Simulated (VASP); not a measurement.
Crystal: Cu.

```xyz
1
Lattice="0.0000 1.8075 1.8075 1.8075 0.0000 1.8075 1.8075 1.8075 0.0000" Properties=species:S:1:pos:R:3 pbc="T T T"
Cu    0.0000    0.0000    0.0000
```

```yaml
Program: VASP 6.6.1
Task: relaxation of cell and atoms
Functional: LDA
Potentials_or_basis: VASP PAW LDA potentials, release 64 (Cu)
Cutoff: 600 eV
k_mesh: 18 × 18 × 18
Occupations: methfessel-paxton, width 0.1 eV
Spin: no spin polarisation
```

At the start: pressure -11.5 GPa; volume 11.81 Å³/atom.

Question: How do energy, volume and symmetry change on relaxing?

Answer: Over 3 steps the energy falls by 33.6 meV/atom and the volume is 10.95 Å³/atom (-7.3 %); space group Fm-3m (No. 225, to 0.05 Å).

The path:
```tsv
step	energy change (eV)	largest force (eV/Å)	pressure (GPa)	volume (Å³)
1	0.0000	0.0000	-11.54	11.81
2	-0.0176	0.0000	10.19	10.42
3	-0.0336	0.0000	-0.10	10.95
```

Final structure:
```
Cu
1.0
     0.00000    1.76240    1.76240
     1.76240    0.00000    1.76240
     1.76240    1.76240    0.00000
Cu
1
Direct
  0.00000 0.00000 0.00000
```
